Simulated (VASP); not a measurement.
Computed with LDA (Ceperley-Alder, Perdew-Zunger), VASP's LDA PAW potentials (set 64) (plane waves; VASP 6.6.1).

VASP input:

**INCAR**
```
! general
SYSTEM =WSe2
PREC   =Accurate
ENCUT  =400
LREAL  =.False.
LASPH  =.True.

! electronic loop
EDIFF  =1E-6
NELM   =100
ALGO   =Normal
LMAXMIX=6

! smearing
ISMEAR =0
SIGMA  =0.05

! ions
IBRION =2
NSW    =60
ISIF   =3
EDIFFG =-0.02

! output
LWAVE  =.False.
LCHARG =.False.
```

KPOINTS:
```
Automatic mesh
0
Gamma
7 7 2
0 0 0
```

POSCAR:
```
WSe2
1
    3.2536638930     0.0000000000    -0.0000000000
   -1.6268319465     2.8177552774     0.0000000000
   -0.0000000000    -0.0000000000    16.6992820390
W Se
1 2
Direct
  0.0000000000   0.0000000000   0.0000000000
  0.3333330000   0.6666670000   0.0999682241
  0.3333330000   0.6666670000   0.9000317759
```

POTCAR, in this order: W_sv Se (LDA.64 set). Program: vasp_std.

Output of the run:

### OUTCAR
```
 ion  position               nearest neighbor table
   1  0.000  0.000  0.000-   2 2.51   3 2.51   2 2.51   3 2.51   2 2.51   3 2.51
   2  0.333  0.667  0.100-   1 2.51   1 2.51   1 2.51
   3  0.333  0.667  0.900-   1 2.51   1 2.51   1 2.51
  LATTYP: Found a hexagonal cell.
 ALAT       =     3.2536638930
 C/A-ratio  =     5.1324545461
 Subroutine PRICEL returns:
 Original cell was already a primitive cell.
 Subroutine GETGRP returns: Found 12 space group operations
The static configuration has the point symmetry D_3h.
The dynamic configuration has the point symmetry D_3h.
 Subroutine INISYM returns: Found 12 space group operations
 Subroutine IBZKPT returns following result:
 Found     16 irreducible k-points:

 Following reciprocal coordinates:
            Coordinates               Weight
  0.000000  0.000000  0.000000      1.000000
  0.142857  0.000000  0.000000      6.000000
  0.285714  0.000000  0.000000      6.000000
  0.428571  0.000000  0.000000      6.000000
  0.142857  0.142857  0.000000      6.000000
  0.285714  0.142857  0.000000     12.000000
  0.428571  0.142857  0.000000      6.000000
  0.285714  0.285714  0.000000      6.000000
  0.000000  0.000000  0.500000      1.000000
  0.142857  0.000000  0.500000      6.000000
  0.285714  0.000000  0.500000      6.000000
  0.428571  0.000000  0.500000      6.000000
  0.142857  0.142857  0.500000      6.000000
  0.285714  0.142857  0.500000     12.000000
  0.428571  0.142857  0.500000      6.000000
  0.285714  0.285714  0.500000      6.000000
   k-points           NKPTS =     16   k-points in BZ     NKDIM =     16   number of bands    NBANDS=     17
   number of dos      NEDOS =    301   number of ions     NIONS =      3
   total plane-waves  NPLWV =  64512
   dimension x,y,z NGX =    24 NGY =   24 NGZ =  112
   dimension x,y,z NGXF=    48 NGYF=   48 NGZF=  224
   ions per type =               1   2
   PREC   = accura    normal or accurate (medium, high low for compatibility)
   ISTART =      0    job   : 0-new  1-cont  2-samecut
   ICHARG =      2    charge: 1-file 2-atom 10-const
   ISPIN  =      1    spin polarized calculation?
   LNONCOLLINEAR =      F non collinear calculations
   LSORBIT =      F    spin-orbit coupling
   INIWAV =      1    electr: 0-lowe 1-rand  2-diag
   ENCUT  =  400.0 eV  29.40 Ry    5.42 a.u.   5.31  5.31 27.23*2*pi/ulx,y,z
   NELM   =    100;   NELMIN=  2; NELMDL= -5     # of ELM steps
   EDIFF  = 0.1E-05   stopping-criterion for ELM
   LREAL  =      F    real-space projection
   NLSPLINE    = F    spline interpolate recip. space projectors
   LMAXMIX     =    6 max onsite mixed and CHGCAR
   VOSKOWN=      0    Vosko Wilk Nusair interpolation
   EDIFFG = -.2E-01   stopping-criterion for IOM
   NSW    =     60    number of steps for IOM
   NBLOCK =      1;   KBLOCK =     60    inner block; outer block
   IBRION =      2    ionic relax: 0-MD 1-quasi-New 2-CG
   NFREE  =      1    steps in history (QN), initial steepest desc. (CG)
   ISIF   =      3    stress and relaxation
   ISYM   =      2    0-nonsym 1-usesym 2-fastsym
   TEIN   =    0.0    initial temperature
   TEBEG  =    0.0;   TEEND  =   0.0 temperature during run
   SMASS  =  -3.00    Nose mass-parameter (am)
   PSTRESS=    0.0 pullay stress
   NELECT =      26.0000    total number of electrons
   EFERMI =   0.00;   METHOD = LEGACY
   ISMEAR =     0;   SIGMA  =   0.05  broadening in eV -4-tet -1-fermi 0-gaus
   IALGO  =     38    algorithm
   LDIAG  =      T    sub-space diagonalisation (order eigenvalues)
   IMIX   =      4    mixing-type and parameters
     AMIX     =   0.40;   BMIX     =  1.00
     AMIX_MAG =   1.60;   BMIX_MAG =  1.00
     AMIN     =   0.10
   GGA     = CA    functional components
...
```

### OSZICAR
```
       N       E                     dE             d eps       ncg     rms          rms(c)
DAV:   1     0.155804583192E+03    0.15580E+03   -0.10900E+04   680   0.108E+03
DAV:   2    -0.139069016245E+02   -0.16971E+03   -0.16701E+03   722   0.268E+02
DAV:   3    -0.249484860029E+02   -0.11042E+02   -0.11019E+02   762   0.663E+01
DAV:   4    -0.251190154748E+02   -0.17053E+00   -0.17024E+00   710   0.893E+00
DAV:   5    -0.251231682276E+02   -0.41528E-02   -0.41464E-02   725   0.135E+00    0.225E+01
DAV:   6    -0.243435793213E+02    0.77959E+00   -0.49970E+00   619   0.156E+01    0.797E+00
DAV:   7    -0.242197028979E+02    0.12388E+00   -0.22427E+00   610   0.789E+00    0.420E+00
DAV:   8    -0.241258239381E+02    0.93879E-01   -0.46227E-01   627   0.455E+00    0.711E-01
DAV:   9    -0.241247513622E+02    0.10726E-02   -0.24781E-02   700   0.981E-01    0.457E-01
DAV:  10    -0.241241112291E+02    0.64013E-03   -0.40541E-03   652   0.510E-01    0.752E-02
DAV:  11    -0.241242471316E+02   -0.13590E-03   -0.41902E-04   616   0.141E-01    0.565E-02
DAV:  12    -0.241243420048E+02   -0.94873E-04   -0.19151E-04   640   0.691E-02    0.148E-02
DAV:  13    -0.241244554328E+02   -0.11343E-03   -0.83061E-05   596   0.391E-02    0.218E-02
DAV:  14    -0.241246044122E+02   -0.14898E-03   -0.66726E-05   589   0.288E-02    0.814E-03
DAV:  15    -0.241246269435E+02   -0.22531E-04   -0.36763E-06   625   0.840E-03    0.392E-03
DAV:  16    -0.241247330111E+02   -0.10607E-03   -0.14319E-05   579   0.110E-02    0.766E-03
DAV:  17    -0.241247764236E+02   -0.43412E-04   -0.45693E-06   522   0.609E-03    0.275E-03
DAV:  18    -0.241247894833E+02   -0.13060E-04   -0.61235E-07   506   0.240E-03    0.133E-03
DAV:  19    -0.241247925435E+02   -0.30602E-05   -0.10693E-07   424   0.113E-03    0.300E-04
DAV:  20    -0.241247936745E+02   -0.11311E-05   -0.50821E-08   347   0.601E-04    0.199E-04
DAV:  21    -0.241247938534E+02   -0.17889E-06   -0.77201E-09   293   0.260E-04
   1 F= -.24124794E+02 E0= -.24124794E+02  d E =-.241248E+02
       N       E                     dE             d eps       ncg     rms          rms(c)
DAV:   1    -0.241291518194E+02   -0.43581E-02   -0.11207E-01   612   0.371E+00    0.803E-01
DAV:   2    -0.241255089713E+02    0.36428E-02   -0.25443E-02   596   0.124E+00    0.184E-01
DAV:   3    -0.241246568156E+02    0.85216E-03   -0.55398E-03   596   0.373E-01    0.901E-02
DAV:   4    -0.241244347569E+02    0.22206E-03   -0.90026E-04   633   0.236E-01    0.520E-02
DAV:   5    -0.241244192389E+02    0.15518E-04   -0.96652E-05   720   0.807E-02    0.474E-02
DAV:   6    -0.241244237610E+02   -0.45220E-05   -0.32827E-05   607   0.372E-02    0.790E-03
DAV:   7    -0.241244286951E+02   -0.49342E-05   -0.38548E-06   603   0.162E-02    0.391E-03
DAV:   8    -0.241244368339E+02   -0.81387E-05   -0.12388E-06   500   0.624E-03    0.853E-04
DAV:   9    -0.241244414084E+02   -0.45745E-05   -0.69194E-07   501   0.349E-03    0.276E-03
DAV:  10    -0.241244453936E+02   -0.39852E-05   -0.96831E-07   506   0.309E-03    0.421E-04
DAV:  11    -0.241244459881E+02   -0.59449E-06   -0.62072E-08   371   0.109E-03
   2 F= -.24124446E+02 E0= -.24124446E+02  d E =0.347865E-03
       N       E                     dE             d eps       ncg     rms          rms(c)
DAV:   1    -0.241271622636E+02   -0.27169E-02   -0.54325E-02   612   0.259E+00    0.556E-01
DAV:   2    -0.241254141797E+02    0.17481E-02   -0.12704E-02   596   0.870E-01    0.129E-01
DAV:   3    -0.241249890866E+02    0.42509E-03   -0.28253E-03   594   0.266E-01    0.637E-02
DAV:   4    -0.241248821119E+02    0.10697E-03   -0.44704E-04   662   0.166E-01    0.350E-02
DAV:   5    -0.241248734837E+02    0.86282E-05   -0.47790E-05   716   0.565E-02    0.329E-02
DAV:   6    -0.241248716228E+02    0.18609E-05   -0.15968E-05   622   0.262E-02    0.595E-03
DAV:   7    -0.241248724378E+02   -0.81506E-06   -0.16746E-06   370   0.113E-02
   3 F= -.24124872E+02 E0= -.24124872E+02  d E =-.785844E-04
```

**OUTCAR**
```
------------------------ aborting loop because EDIFF is reached ----------------------------------------
  FORCE on cell =-STRESS in cart. coord.  units (eV):
  Direction    XX          YY          ZZ          XY          YZ          ZX
  --------------------------------------------------------------------------------------
  Total       -0.0117961     -0.0117961      0.0096994      0.0000000     -0.0000000      0.0000000
  in kB       -0.1236270     -0.1236269      0.1016530      0.0000000     -0.0000000      0.0000000
  external PRESSURE =      -0.0485336 kB  Pullay stress =       0.0000000 kB
  volume of cell :      152.87
      direct lattice vectors                 reciprocal lattice vectors
     3.252144389  0.000000000  0.000000000     0.307489423  0.177529120  0.000000000
    -1.626072194  2.816439348 -0.000000000     0.000000000  0.355058241  0.000000000
    -0.000000000  0.000000000 16.690325619    -0.000000000 -0.000000000  0.059914949
 POSITION                                       TOTAL-FORCE (eV/Angst)
 -----------------------------------------------------------------------------------
      0.00000      0.00000      0.00000        -0.000000      0.000000      0.000000
     -0.00000      1.87763      1.66813        -0.000000      0.000000      0.008783
     -0.00000      1.87763     15.02220         0.000000     -0.000000     -0.008783
 -----------------------------------------------------------------------------------
    total drift:                                0.001107     -0.000644      0.000000
  FREE ENERGIE OF THE ION-ELECTRON SYSTEM (eV)
  ---------------------------------------------------
  free  energy   TOTEN  =       -24.1248724378 eV

  energy  without entropy=      -24.1248724378  energy(sigma->0) =      -24.12487244

 reached required accuracy - stopping structural energy minimisation
```
(Selected blocks of OUTCAR.)

File CONTCAR:
```
WSe2
   1.00000000000000
     3.2521443885928099    0.0000000000000000    0.0000000000000000
    -1.6260721942964049    2.8164393484155723   -0.0000000000000000
    -0.0000000000000000    0.0000000000000000   16.6903256190452289
  W               Se
     1     2
Direct
     0.0000000000000000    0.0000000000000000    0.0000000000000000
     0.3333330000000032    0.6666669999999968    0.0999458907689521
     0.3333330000000032    0.6666669999999968    0.9000541092310479
```

The cell holds a wide vacuum, so values per volume refer to the whole cell.

The cell is a sheet with vacuum, built from a database entry that may be metastable or hypothetical.
